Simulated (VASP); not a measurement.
Level of theory: PBE GGA, VASP's PBE PAW potentials (set 64) (plane waves; VASP).

The input files of a VASP run:

**INCAR**
```
SYSTEM = PtSe2
PREC = Accurate
ENCUT = 300
EDIFF = 1E-6
NELM = 100
ALGO = Normal
LREAL = .FALSE.
LASPH = .TRUE.
ISMEAR = 1
SIGMA = 0.05
GGA = PE
LMAXMIX = 6
LWAVE = .FALSE.
LCHARG = .FALSE.
ISIF = 2
LDIPOL = .TRUE.
IDIPOL = 3
DIPOL = 0.5 0.5 0.5
```

File KPOINTS:
```
kpoints
0
Gamma
  7 7 1
0 0 0
```

**POSCAR**
```
PtSe2
1
    3.6676690000     0.0000000000     0.0000000000
   -1.8338350000     3.1762950000     0.0000000000
    0.0000000000     0.0000000000    20.9820460000
Pt Se
1 2
Direct
  0.0000000000   0.0000000000   0.5000000000
  0.3333330000   0.6666670000   0.5710620000
  0.6666670000   0.3333330000   0.4289380000
```

POTCAR, in this order: Pt Se (PBE.64 set). Program: vasp_std.

Task: What will the output report for the number of irreducible k-points (NKPTS), largest plane-wave count, number of space-group operations, FFT grid (NGX, NGY, NGZ)?

Result: 
The number of irreducible k-points (NKPTS) is 8. The largest plane-wave count is 2917 and the number of space-group operations is 12. The FFT grid (NGX, NGY, NGZ) comes out as 24 × 24 × 120.

The cell is a sheet with vacuum, built from a generated structure.
